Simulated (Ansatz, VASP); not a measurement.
# ReOs: VASP beside Ansatz

```
Re Os
1.0
     2.75733    0.00000    0.00000
    -1.37867    2.38792    0.00000
     0.00000    0.00000    4.38243
Re Os
1 1
Cartesian
  1.3787 0.7960 2.1912
  0.0000 0.0000 0.0000
```

The cell comes from a database or a generator and needn't be the stable form of this composition.

Alike in both runs: task single point; functional LDA; k mesh 12 × 12 × 7; occupations fermi-dirac, width 0.05 eV; no spin polarisation.

|  | VASP | Ansatz |
| --- | --- | --- |
| version | VASP 6.6.1 | Ansatz 0.2.0 |
| potentials or method | VASP PAW LDA potentials, release 64 (Re, Os), cutoff 520 eV | all-electron LAPW, scalar-relativistic |

|  | VASP | Ansatz | Ansatz less VASP |
| --- | --- | --- | --- |
| pressure (GPa) | -11.8 | -12.7 | -0.82 |
| largest component of the traceless stress (GPa) | 0.71 | 0.63 | -0.081 |

Ansatz ran all-electron here, so the differences hold the error of VASP's frozen core and of both bases.

Spin-orbit coupling is left out, which matters for the levels of Os, Re.
